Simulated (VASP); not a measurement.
CdF2 (fluorite): the bulk modulus from VASP (plane waves, PAW) at several levels of theory. Static lattice, third-order Birch-Murnaghan fit over five volumes.

```
level   bulk modulus (GPa)
------  ------------------
LDA                    127
PBE                   93.4
PBEsol                 108
SCAN                   117
r2SCAN                 113
```

The cell of the LDA run:

```cif
data_CdF2
_chemical_formula_sum 'Cd1 F2'
_space_group_name_H-M_alt 'P 1'
_space_group_IT_number 1
_cell_length_a 3.76168
_cell_length_b 3.76168
_cell_length_c 3.76168
_cell_angle_alpha 60.000
_cell_angle_beta 60.000
_cell_angle_gamma 60.000
loop_
_space_group_symop_operation_xyz
  'x, y, z'
loop_
_atom_site_label
_atom_site_type_symbol
_atom_site_fract_x
_atom_site_fract_y
_atom_site_fract_z
_atom_site_occupancy
Cd1 Cd 0.00000 0.00000 0.00000 1
F1 F 0.25000 0.25000 0.25000 1
F2 F 0.75000 0.75000 0.75000 1
```

Only levels that ran to the end are used. Left out are those held back, those with too coarse a band path, GW runs whose mesh misses a band edge, hybrids' fits of cells that aren't cubic and levels without matching references; a question may draw on a part of the rest.

The compound is CdF2 in the fluorite structure.
